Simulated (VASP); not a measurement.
Data:

```
BN
1.0
    1.25200    -2.16853     0.00000
    1.25200     2.16853     0.00000
    0.00000     0.00000     6.66000
B N
2 2
Direct
  0.33333   0.66667   0.25000
  0.66667   0.33333   0.75000
  0.66667   0.33333   0.25000
  0.33333   0.66667   0.75000
```

The numbers are results of PBE GGA, VASP's PBE PAW potentials (set 64) (plane waves; VASP), not measurements. Numerical set-up: PREC = Normal, 520 eV cut-off, 9×9×3 Γ-centred mesh, Gaussian smearing of 0.050 eV, potentials B N.

**Question.** What does the run give for the energy per atom (σ→0), pressure?

**Answer.** 
```yaml
energy per atom (σ→0): -8.789 eV/atom
pressure: 3.41 GPa
```

The compound is BN in the hex structure. The cell was not relaxed at this level. The run is one of a series of settings (PREC = Normal against the base run), some of them coarse on purpose.
